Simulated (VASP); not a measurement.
Data:

```
CELL_PARAMETERS angstrom
      3.73212     0.00000     0.00000
      0.00000     3.73212     0.00000
      0.00000     0.00000     3.73212
ATOMIC_POSITIONS crystal
  Tl 0.00000 0.00000 0.00000
  Cl 0.50000 0.50000 0.50000
```

Computed with LDA (Ceperley-Alder, Perdew-Zunger), VASP's LDA PAW potentials (set 64) (plane waves; VASP). Settings: 520 eV cut-off, 7×7×7 Γ-centred mesh, Gaussian smearing of 0.050 eV, potentials Tl_d Cl.

Q: What does the run give for the energy per atom (σ→0), pressure?

A: 
```
Quantity                        Value
---------------------  --------------
energy per atom (σ→0)  -3.501 eV/atom
pressure                    -1.09 GPa
```

The absolute energy has meaning only against runs of the same code, potentials and settings.

The compound is TlCl in the CsCl type structure. This cell is one point of a volume scan, at 1.03 of the reference volume.
